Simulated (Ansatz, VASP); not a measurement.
# Cross-check of HfSi between VASP and Ansatz

One calculation is typed for both programs; each brings its own data sets. How far apart do they land? The cell is generated by rule, not measured, and may not be a known phase. The cell is taken from a series of runs on this material, whose earlier steps may have relaxed, scaled, displaced or heated it; both programs get it as it stands.

Method: plane waves, with VASP 6.6.1 beside it; relaxation of cell and atoms at PBEsol, in Ansatz 0.2.0.

The structure was built from a prototype and need not be the compound's stable phase.

## (1) Starting point

Symmetry: P6_3/mmc, No. 194, hexagonal system. Conventional cell: a = 4.545 Å, b = 4.545 Å, c = 5.194 Å, α = 90.00°, β = 90.00°, γ = 120.00°. Hf has 5 Si at 2.60 to 2.62 Å nearest. Nearest to Si lie 5 Hf at 2.60 to 2.62 Å. Farther neighbours are not listed.

## (2) Ansatz: relaxation of cell and atoms, PBEsol, pair 1

Ansatz runs on its default PAW (the set named soft_2) files.

The relaxed volume is the usual yardstick between codes: in a stiff, nearly cubic crystal its relative difference is about their pressure difference at one cell divided by the bulk modulus.

input.yaml

```yaml
crystal:
  lattice:
    - [4.5453468299, 0.0, 0.0]
    - [-2.2726734149, 3.9363858237, 0.0]
    - [0.0, 0.0, 5.1942624612]
  atoms:
    - { symbol: Hf, position: [0.3333333333, 0.6666666667, -0.0625019912] }
    - { symbol: Hf, position: [0.6666666667, 0.3333333333, 0.4374980088] }
    - { symbol: Si, position: [0.3333333333, 0.6666666667, 0.4375019912] }
    - { symbol: Si, position: [0.6666666667, 0.3333333333, 0.9375019912] }
kpoints:
  mp_grid: { grid: [10, 10, 8] }
hamiltonian:
  xc: pbesol
scf:
  occupations: { method: methfessel_paxton, width: 0.15 }
output:
  forces: true
  stress: true
  eigenvalues: true
relax:
  adjacent_minimum: "off"
  f_tol: 0.001
  max_steps: 60
  cell: { stress_tol: 0.01 }
```

Command:

```bash
> ansatz run input.yaml --threads 4 --pin off --max-ram 7168MiB --backend cpu --events-out ev --progress --plain --runs-dir out
```

Numbers of over 12 decimals in the logs are rounded to 6 here.

Log:

```text
Warning: the atoms were moved onto the symmetric positions of the space group found under crystal.symmetry.tolerance 1.0e-5 (fractional; no operation is sought that the atoms, as they stand in a round, miss by more than twice it, and no atom is moved by as much as it), and the run uses the moved positions. Before a round's move an operation carried an atom to 2.07e-5 Å from where it should land, the largest such dist [...]
Engine: ansatz 0.2.0, aarch64-unknown-linux-gnu
Pseudopotentials: kind: paw
Pseudopotential: Hf, paw, valence charge 26, recommended cutoff 420 eV (normal), Hf.paw.azcp
Pseudopotential: Si, paw, valence charge 4, recommended cutoff 420 eV (normal), Si.paw.azcp
Functional definition: PBEsol
  exchange = pbesol_x
  correlation = pbesol_c
Crystal: 4 atoms, lattice volume = 92.937 Å³
Basis set: ecut = 420 eV, 1823 PW (Γ), exchange–correlation on 64×64×72 points (8 copies of the dense FFT grid, shifted against one another)
Bands: 36, of which v1, the nominal top of the filled ones, is band 30 counted from 1 (29 counted from 0)
Symmetry: 24 space group operations
Space group: P63/mmc (ITA 194), of the structure as read, at distance tolerance 4.5e-5 Å
k-points: 70 of 800
Non-local potential: Hf, projectors of the file, l = 0: 3, l = 1: 2, l = 2: 2, l = 3: 3
Non-local potential: Si, projectors of the file, l = 0: 2, l = 1: 2, l = 2: 2
PAW form: soft (Blöchl's): semilocal exchange-correlation on the pseudo side does not see the compensation charge
PAW frozen core: Hf, regenerated for the run's functional, and the local potential with it (the file was generated under x = pbe(κ = 0.804, μ = 0.219515), c = pbe(β = 0.066725))
PAW frozen core: Si, regenerated for the run's functional, and the local potential with it (the file was generated under x = pbe(κ = 0.804, μ = 0.219515), c = pbe(β = 0.066725))
PAW one-centre angular grid: Hf, 590 points (default); XC on 64 Gauss nodes
PAW one-centre angular grid: Si, 110 points (default); XC on 64 Gauss nodes
Initial density: superposition of atomic densities (neutral atoms: chi_scale 0, normalization atom), corrected by the library's trained network
Initial wavefunctions: pseudopotential atomic-orbital guess
Functional: x = pbesol(κ = 0.804, μ = 0.123457), c = pbesol(β = 0.046)
SCF iter   1: F=—  HF=-32439.571847 eV  |F-HF|=—  |Δ(HF+E_count)|=         —  Δρ=4.79e-3  dr2=2.62e-2  ethr=1.77e-3  ⟨swp⟩=5.2  Hψ=8887  notcnv=0
preconditioner: auto → Kerker (q_TF=auto, 2.536 Å⁻¹)  [metal: Δε(μ)=0.088 eV  Ē_g=11.051 eV  σ=0.150 eV  W_gap=0.43  n_scr=22 (ndim 8)  ℏωp=25.5 eV  f_vac=0.062  D(μ)=0.46/eV (n_scr^D=0)]
SCF iter   2: F=—  HF=-32439.566767 eV  |F-HF|=—  |Δ(HF+E_count)|=   5.08e-3  S|Δr|=    0.00e0  Δρ=2.92e-3  dr2=1.02e-2  ethr=4.36e-5  ⟨swp⟩=2.0  Hψ=3274  notcnv=0
SCF iter   3: F=—  HF=-32439.563898 eV  |F-HF|=—  |Δ(HF+E_count)|=   2.87e-3  S|Δr|=    0.00e0  Δρ=4.84e-4  dr2=3.74e-4  ethr=1.71e-5  ⟨swp⟩=2.0  Hψ=2978  notcnv=0  defer=1
SCF iter   4: F=—  HF=-32439.563699 eV  |F-HF|=—  |Δ(HF+E_count)|=   1.99e-4  S|Δr|=    0.00e0  Δρ=3.13e-4  dr2=1.51e-4  ethr=6.24e-7  ⟨swp⟩=2.0  Hψ=4524  notcnv=0  defer=1
SCF iter   5: F=—  HF=-32439.563705 eV  |F-HF|=—  |Δ(HF+E_count)|=   5.64e-6  S|Δr|=    0.00e0  Δρ=1.18e-4  dr2=3.38e-5  ethr=2.52e-7  ⟨swp⟩=2.0  Hψ=3960  notcnv=0  defer=1
SCF iter   6: F=—  HF=-32439.563708 eV  |F-HF|=—  |Δ(HF+E_count)|=   3.73e-6  S|Δr|=    0.00e0  Δρ=3.86e-5  dr2=2.94e-6  ethr=5.64e-8  ⟨swp⟩=2.0  Hψ=3052  notcnv=0  defer=1
SCF iter   7: F=—  HF=-32439.563709 eV  |F-HF|=—  |Δ(HF+E_count)|=   4.33e-7  S|Δr|=    0.00e0  Δρ=1.04e-5  dr2=1.64e-7  ethr=4.89e-9  ⟨swp⟩=2.0  Hψ=2984  notcnv=0  defer=1
SCF iter   8: F=-32439.563709 eV  HF=-32439.563709 eV  |F-HF|=1.70e-9  |Δ(HF+E_count)|=   4.86e-8  S|Δr|=    0.00e0  Δρ=2.48e-6  dr2=7.51e-9  ethr=1.67e-10  ⟨swp⟩=8.1  Hψ=9908  notcnv=0
SCF 1 converged in 8 iterations: F = -32439.563709 eV  dr2 = 7.51e-9
  greatest PAW one-centre occupation: 0.998 electrons in one spin orbital (limit 2), on the Hf atom at site 1 (counted from 0), in its partial waves of l = 3
relax step   1: F+E_penalty+E_count = -32439.56370862 eV  Δ(F+E_penalty+E_count) = +0.000e0 eV  max|allowed force component| = 9.310e-17 eV/Å  Δτ_max = 0.0000 Å  P = -0.000 GPa  Ω = 92.937 Å³  (8 SCF iters, dr2 threshold 1.00e-7 eV, accepted)
Initial density: handed on by an earlier stage of this run
Initial wavefunctions: pseudopotential atomic-orbital guess (no wavefunctions were taken with the density)
iter 1 solved again at ethr=4.62e-8 eV; its pass at ethr=3.10e-3 eV (dr2=2.77e-5 eV) is discarded
SCF iter   1: F=—  HF=-32439.563715 eV  |F-HF|=—  |Δ(HF+E_count)|=         —  Δρ=2.55e-6  dr2=8.00e-9  ethr=4.62e-8  ⟨swp⟩=3.9  Hψ=16551  notcnv=0
preconditioner: auto → Kerker (q_TF=auto, 2.536 Å⁻¹)  [metal: Δε(μ)=0.074 eV  Ē_g=11.073 eV  σ=0.150 eV  W_gap=0.40  n_scr=22 (ndim 8)  ℏωp=25.5 eV  f_vac=0.057  D(μ)=0.54/eV (n_scr^D=0)]
SCF iter   2: F=—  HF=-32439.563709 eV  |F-HF|=—  |Δ(HF+E_count)|=   6.66e-6  S|Δr|=    0.00e0  Δρ=1.98e-6  dr2=4.04e-9  ethr=1.33e-11  ⟨swp⟩=3.0  Hψ=4912  notcnv=0
SCF iter   3: F=—  HF=-32439.563709 eV  |F-HF|=—  |Δ(HF+E_count)|=  9.79e-10  S|Δr|=    0.00e0  Δρ=1.20e-6  dr2=1.78e-9  ethr=6.73e-12  ⟨swp⟩=2.0  Hψ=3500  notcnv=0
SCF iter   4: F=—  HF=-32439.563709 eV  |F-HF|=—  |Δ(HF+E_count)|=  5.68e-10  S|Δr|=    0.00e0  Δρ=2.50e-7  dr2=7.63e-11  ethr=2.97e-12  ⟨swp⟩=2.0  Hψ=4115  notcnv=0
SCF iter   5: F=—  HF=-32439.563709 eV  |F-HF|=—  |Δ(HF+E_count)|=  6.18e-11  S|Δr|=    0.00e0  Δρ=1.29e-7  dr2=2.73e-11  ethr=1.00e-12  ⟨swp⟩=1.0  Hψ=2520  notcnv=0
SCF iter   6: F=—  HF=-32439.563709 eV  |F-HF|=—  |Δ(HF+E_count)|=    0.00e0  S|Δr|=    0.00e0  Δρ=3.72e-8  dr2=3.37e-12  ethr=1.00e-12  ⟨swp⟩=1.0  Hψ=2520  notcnv=0
SCF iter   7: F=-32439.563709 eV  HF=-32439.563709 eV  |F-HF|=0.00e0  |Δ(HF+E_count)|=  7.28e-12  S|Δr|=    0.00e0  Δρ=1.84e-8  dr2=8.00e-13  ethr=1.00e-12  ⟨swp⟩=4.8  Hψ=9429  notcnv=0
SCF 2 converged in 7 iterations: F = -32439.563709 eV  dr2 = 8.00e-13
relax step   2: F+E_penalty+E_count = -32439.56370862 eV  Δ(F+E_penalty+E_count) = -3.594e-9 eV  max|allowed force component| = 7.228e-17 eV/Å  Δτ_max = 0.0000 Å  P = -0.000 GPa  Ω = 92.937 Å³  stress off target by 7.75e-4 GPa  SCF on the basis re-selected at this cell (its energy is not comparable with the rows above)  (7 SCF iters)
basis re-selected at this cell: Δ(F+E_penalty+E_count) = -3.594e-9 eV, ΔP = -0.000 GPa vs the last step (what re-selecting the basis moved, of the pressure what is left beyond the Pulay correction that the steps carried, after the strain that the cell walked since its last selection, with what the two solves' SCF thresholds leave and, on support functions, any second-order correction that the steps lacked; it is no m [...]
SCF converged after 7 iterations
Stability not checked: this state was not tested for a lower state beside it, because cold or Methfessel-Paxton smearing, or corrected tetrahedra, fill the levels in a way that the test cannot read (fill_not_monotonic; see scf.lower_state_search)
Free energy (F): -32439.563709 eV
Harris-Foulkes:  -32439.563709 eV  (|F-HF|=0.00e0)
Internal energy: -32439.563900 eV  (E = F + TS)
E sigma→0 (E₀):  -32439.563756 eV
Entropy (-TS):   0.000191 eV (0.048 meV/atom)
Fermi energy:    11.214699 eV
--- Per-component energies (eV) ---
  E_band       = -315.736710
  E_kinetic    = 926.307057
  E_local      = -13536.041218  (includes V_loc(G=0)·N_el)
  E_nonlocal   = -2423.416030
  E_hartree    = 6251.932140
  E_xc         = -703.584341
  E_vxc        = -623.995924  (∫ρ·V_xc dr)
  E_paw        = -14611.022683  (= ΣΔE_a)
  E_vpaw       = 2837.545060  (= ΣTr[D̂ρ^β])
  E_aug_tail   = 0.000010  (compensation charges beyond the density's cutoff)
  E_ewald      = -8346.304140
  E_core_change = 2.565304  (= ΣΔE_core)
  E_smearing   = 0.000191  (= −TS)
  E_closure    = 0.000000  (closes the sum)
  Σ components = -32439.563709   (vs F -32439.563709, Δ=0.00e0)
--- Forces (eV/Å), atoms counted from 1 ---
  atom   1  Hf    -0.00000000    -0.00000000     0.00000000
  atom   2  Hf     0.00000000     0.00000000     0.00000000
  atom   3  Si     0.00000000    -0.00000000     0.00000000
  atom   4  Si    -0.00000000     0.00000000     0.00000000
  max |Σ_I F_I| component: 2.78e-17 eV/Å
--- Stress (GPa, compression-positive) ---
       -0.000148       0.000000       0.000000
       -0.000000      -0.000148       0.000000
        0.000000       0.000000      -0.000775
  P = ⅓ Tr σ = -0.0004 GPa (-0.004 kbar)
--- Band table (eV; the first three rows and the last of 70) ---
  k-point 0: bands = [... 26 lower, 9.5081, 9.8142, 9.8142, 11.5745, 11.5745, 12.5067, 14.0805, 14.2718, ... 2 higher]
  k-point 1: bands = [... 26 lower, 9.4614, 9.6886, 9.6886, 11.8361, 11.8361, 12.0436, 14.1731, 14.5063, ... 2 higher]
  k-point 2: bands = [... 26 lower, 9.3543, 9.4622, 9.4622, 11.0095, 12.4591, 12.4591, 14.2864, 14.7714, ... 2 higher]
  k-point 69: bands = [... 26 lower, 9.2765, 9.2765, 10.3426, 10.3426, 12.0930, 12.0930, 14.3002, 14.3002, ... 2 higher]
--- Relaxed structure (1 steps of the walk, 1 accepted, 1 SCFs on fresh bases) ---
  F+E_penalty+E_count = -32439.56370862 eV   max|allowed force component| = 7.228e-17 eV/Å   (the final SCF, on the basis selected at the relaxed cell)
  cell:  # Å, volume = 92.9370 Å³
    - [4.545347, -2.8867482026824143e-11, 0.0]
    - [-2.272673, 3.936386, 0.0]
    - [0.0, 0.0, 5.1942624612]
  atoms:
    - { symbol: Hf, position: [0.333333, 0.666667, -0.062500] }
    - { symbol: Hf, position: [0.666667, 0.333333, 0.437500] }
    - { symbol: Si, position: [0.333333, 0.666667, 0.437500] }
    - { symbol: Si, position: [0.666667, 0.333333, 0.937500] }
```

In the SCF lines HF is the Harris–Foulkes energy and dr2 the Hartree energy of the density residual, in eV; the loop may stop once dr2 is under the threshold and the program's other checks hold. Hψ counts applications of the Hamiltonian.

[end of part 1 of 2]

[Lines on the potential files, build, host, timing and source positions are cut from VASP's logs without a mark.]

[Logs are printed without paths, hosts, clocks, repeated set-up lines and the standing remarks that a program may print on its own settings, such as how far it seeks lower states.]

[Hosts, paths, dates, database ids (printed as entryN), source tags and the programs' standing remarks are cut or masked in the printed files.]
